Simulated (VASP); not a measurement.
Here is the system:

```yaml
crystal:
  lattice:
    - [4.56038, -2.37033, -0.00998]
    - [4.56038, 2.37033, -0.00998]
    - [-4.17195, 0.00000, 7.97018]
  atoms:
    - { symbol: Ba, position: [0.14142, 0.85858, 0.25000] }
    - { symbol: Ba, position: [0.85858, 0.14142, 0.75000] }
    - { symbol: S, position: [0.48404, 0.19707, 0.97863] }
    - { symbol: S, position: [0.51596, 0.80293, 0.02137] }
    - { symbol: S, position: [0.80293, 0.51596, 0.52137] }
    - { symbol: S, position: [0.19707, 0.48404, 0.47863] }
```

These are PBEsol GGA, VASP's PBE PAW potentials (set 64) (plane waves; VASP) values and carry that method's errors. Run with 400 eV cut-off, 6×6×3 Γ-centred mesh, tetrahedra with Blöchl corrections, potentials Ba_sv S.

The cores are frozen, which limits the accuracy of field gradients.

Q: Give the principal components of the electric field gradient (V/Å²) and the asymmetry η at each nucleus.

A: 
```csv
atom,Vxx,Vyy,Vzz,η
Ba1,21.0,0.3,-21.3,0.97
Ba2,21.0,0.3,-21.3,0.97
S3,-140.3,-115.4,255.7,0.10
S4,-140.3,-115.4,255.7,0.10
S5,-140.3,-115.4,255.7,0.10
S6,-140.3,-115.4,255.7,0.10
```

The structure comes from a computed database's BaS2 entry (C2/c); how it stands against other phases isn't given here. It was relaxed first.
